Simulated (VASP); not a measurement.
Consider the following.

```yaml
crystal:
  lattice:
    - [2.83373, 0.00000, 0.00000]
    - [0.00000, 2.83373, 0.00000]
    - [0.00000, 0.00000, 2.83373]
  atoms:
    - { symbol: Ga, position: [0.50000, 0.50000, 0.50000] }
    - { symbol: Co, position: [0.00000, 0.00000, 0.00000] }
```

All values below come from MS2 meta-GGA, VASP's PBE PAW potentials (set 64) (plane waves; VASP). Run with 520 eV cut-off, 14×14×14 Γ-centred mesh, tetrahedra with Blöchl corrections, potentials Ga_d Co.

### Question
Give the energies of bands 6 to 14 at the high-symmetry points, in eV from the Fermi level.

### Answer

| band | Γ | X | M | R |
|---|---|---|---|---|
| 6 | -12.89 | -8.50 | -6.61 | -4.81 |
| 7 | -2.79 | -7.53 | -3.64 | -4.81 |
| 8 | -2.79 | -2.55 | -3.64 | -4.81 |
| 9 | -1.36 | -2.42 | -2.72 | -0.15 |
| 10 | -1.36 | -2.42 | -1.87 | -0.15 |
| 11 | -1.36 | -1.37 | -1.87 | 0.81 |
| 12 | 5.13 | 0.16 | -0.20 | 3.65 |
| 13 | 5.13 | 10.88 | 2.04 | 3.65 |
| 14 | 5.13 | 10.88 | 3.22 | 3.65 |

It has no gap at this level: it comes out as a metal or semimetal.

The compound is CoGa in the CsCl type structure. It was relaxed first. The run is not spin-polarised, so no magnetic state was tried.
